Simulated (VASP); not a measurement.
Output of a VASP run:

OUTCAR:
```
 ion  position               nearest neighbor table
   1  0.000  0.000  0.000-   2 1.89   2 1.89   2 1.89   2 1.89   2 1.89   2 1.89
   2  0.500  0.500  0.500-   1 1.89   1 1.89   1 1.89   1 1.89   1 1.89   1 1.89
  LATTYP: Found a face centered cubic cell.
 ALAT       =     3.7799292246
 Subroutine PRICEL returns:
 Original cell was already a primitive cell.
 Subroutine GETGRP returns: Found 48 space group operations
The static configuration has the point symmetry O_h .
The dynamic configuration has the point symmetry O_h .
 Subroutine INISYM returns: Found 48 space group operations
 Subroutine IBZKPT returns following result:
 Found     72 irreducible k-points:

 Following reciprocal coordinates:
            Coordinates               Weight
  0.000000  0.000000  0.000000      1.000000
  0.083333  0.000000  0.000000      8.000000
  0.166667  0.000000  0.000000      8.000000
  0.250000  0.000000  0.000000      8.000000
  0.333333  0.000000  0.000000      8.000000
  0.416667  0.000000  0.000000      8.000000
  0.500000  0.000000  0.000000      4.000000
  0.083333  0.083333  0.000000      6.000000
  0.166667  0.083333  0.000000     24.000000
  0.250000  0.083333  0.000000     24.000000
  0.333333  0.083333  0.000000     24.000000
  0.416667  0.083333  0.000000     24.000000
  0.500000  0.083333  0.000000     24.000000
 -0.416667  0.083333  0.000000     24.000000
 -0.333333  0.083333  0.000000     24.000000
 -0.250000  0.083333  0.000000     24.000000
 -0.166667  0.083333  0.000000     24.000000
 -0.083333  0.083333  0.000000     12.000000
  0.166667  0.166667  0.000000      6.000000
  0.250000  0.166667  0.000000     24.000000
  0.333333  0.166667  0.000000     24.000000
  0.416667  0.166667  0.000000     24.000000
  0.500000  0.166667  0.000000     24.000000
 -0.416667  0.166667  0.000000     24.000000
 -0.333333  0.166667  0.000000     24.000000
 -0.250000  0.166667  0.000000     24.000000
 -0.166667  0.166667  0.000000     12.000000
  0.250000  0.250000  0.000000      6.000000
  0.333333  0.250000  0.000000     24.000000
  0.416667  0.250000  0.000000     24.000000
  0.500000  0.250000  0.000000     24.000000
 -0.416667  0.250000  0.000000     24.000000
 -0.333333  0.250000  0.000000     24.000000
 -0.250000  0.250000  0.000000     12.000000
  0.333333  0.333333  0.000000      6.000000
  0.416667  0.333333  0.000000     24.000000
  0.500000  0.333333  0.000000     24.000000
 -0.416667  0.333333  0.000000     24.000000
 -0.333333  0.333333  0.000000     12.000000
  0.416667  0.416667  0.000000      6.000000
   k-points           NKPTS =     72   k-points in BZ     NKDIM =     72   number of bands    NBANDS=      9
   number of dos      NEDOS =    301   number of ions     NIONS =      2
   total plane-waves  NPLWV =  13824
   dimension x,y,z NGX =    24 NGY =   24 NGZ =   24
   dimension x,y,z NGXF=    48 NGYF=   48 NGZF=   48
   ions per type =               1   1
   PREC   = accura    normal or accurate (medium, high low for compatibility)
   ISTART =      0    job   : 0-new  1-cont  2-samecut
   ICHARG =      2    charge: 1-file 2-atom 10-const
   ISPIN  =      1    spin polarized calculation?
   LNONCOLLINEAR =      F non collinear calculations
   LSORBIT =      F    spin-orbit coupling
   INIWAV =      1    electr: 0-lowe 1-rand  2-diag
   ENCUT  =  620.0 eV  45.57 Ry    6.75 a.u.   5.43  5.43  5.43*2*pi/ulx,y,z
   NELM   =    100;   NELMIN=  2; NELMDL= -5     # of ELM steps
   EDIFF  = 0.1E-05   stopping-criterion for ELM
   LREAL  =      F    real-space projection
   NLSPLINE    = F    spline interpolate recip. space projectors
   LMAXMIX     =    2 max onsite mixed and CHGCAR
   VOSKOWN=      0    Vosko Wilk Nusair interpolation
   EDIFFG = -.2E-01   stopping-criterion for IOM
   NSW    =     40    number of steps for IOM
   NBLOCK =      1;   KBLOCK =     40    inner block; outer block
   IBRION =      2    ionic relax: 0-MD 1-quasi-New 2-CG
...
```

### OSZICAR
```
       N       E                     dE             d eps       ncg     rms          rms(c)
DAV:   1     0.355188506768E+02    0.35519E+02   -0.66362E+03  1344   0.131E+03
DAV:   2    -0.991143260719E+01   -0.45430E+02   -0.44222E+02  1468   0.230E+02
DAV:   3    -0.109468085212E+02   -0.10354E+01   -0.10330E+01  1833   0.328E+01
DAV:   4    -0.109562556189E+02   -0.94471E-02   -0.94258E-02  1674   0.288E+00
DAV:   5    -0.109563287132E+02   -0.73094E-04   -0.73093E-04  1682   0.151E-01    0.429E+00
DAV:   6    -0.104699408949E+02    0.48639E+00   -0.23402E+00  1339   0.125E+01    0.126E+00
DAV:   7    -0.104604224567E+02    0.95184E-02   -0.21409E-02  1720   0.155E+00    0.773E-01
DAV:   8    -0.104562435496E+02    0.41789E-02   -0.81188E-03  1845   0.122E+00    0.818E-02
DAV:   9    -0.104562448142E+02   -0.12646E-05   -0.63218E-04  1407   0.305E-01    0.361E-02
DAV:  10    -0.104562519409E+02   -0.71268E-05   -0.39813E-05  1478   0.633E-02    0.377E-03
DAV:  11    -0.104562518281E+02    0.11285E-06   -0.81361E-07  1136   0.127E-02
   1 F= -.96135374E+01 E0= -.96135374E+01  d E =-.961354E+01
```

OUTCAR:
```
------------------------ aborting loop because EDIFF is reached ----------------------------------------
  FORCE on cell =-STRESS in cart. coord.  units (eV):
  Direction    XX          YY          ZZ          XY          YZ          ZX
  --------------------------------------------------------------------------------------
  Total        0.8468854      0.8468854      0.8468854      0.0000000      0.0000000     -0.0000000
  in kB      100.4949458    100.4949458    100.4949458      0.0000000      0.0000000     -0.0000000
  external PRESSURE =       0.4949458 kB  Pullay stress =     100.0000000 kB
  volume of cell :       13.50
      direct lattice vectors                 reciprocal lattice vectors
     0.000000000  1.889964612  1.889964612    -0.264555218  0.264555218  0.264555218
     1.889964612  0.000000000  1.889964612     0.264555218 -0.264555218  0.264555218
     1.889964612  1.889964612  0.000000000     0.264555218  0.264555218 -0.264555218
  FREE ENERGIE OF THE ION-ELECTRON SYSTEM (eV)
  ---------------------------------------------------
  free  energy   TOTEN  =       -10.4562518281 eV

  energy  without entropy=      -10.4562518281  energy(sigma->0) =      -10.45625183
  enthalpy is  TOTEN    =        -9.6135373975 eV   P V=        0.8427144306

 reached required accuracy - stopping structural energy minimisation
```
(Selected blocks of OUTCAR.)

POSCAR:
```
LiF
1
   -0.0000000000     1.8899646123     1.8899646123
    1.8899646123     0.0000000000     1.8899646123
    1.8899646123     1.8899646123    -0.0000000000
Li F
1 1
Direct
  0.0000000000   0.0000000000   0.0000000000
  0.5000000000   0.5000000000   0.5000000000
```

Write an INCAR and KPOINTS that could have produced this output.

One answer among several that fit: the input of the run itself, LDA (Ceperley-Alder, Perdew-Zunger), plane waves, VASP's LDA PAW potentials (set 64).

KPOINTS:
```
kpoints
0
G
  12 12 12
0 0 0
```

INCAR:
```
SYSTEM = LiF
PREC = Accurate; ENCUT = 620; LREAL = F
LASPH = T
EDIFF = 1E-6; NELM = 100; ALGO = Normal
ISMEAR = 0; SIGMA = 0.05
IBRION = 2; NSW = 40; ISIF = 3
EDIFFG = -0.02; PSTRESS = 100
LWAVE = F; LCHARG = F
```

POTCAR, in this order: Li_sv F (LDA.64 set). Program: vasp_std.

The compound is LiF in the rock salt structure. It was relaxed first under an external pressure of 10 GPa.
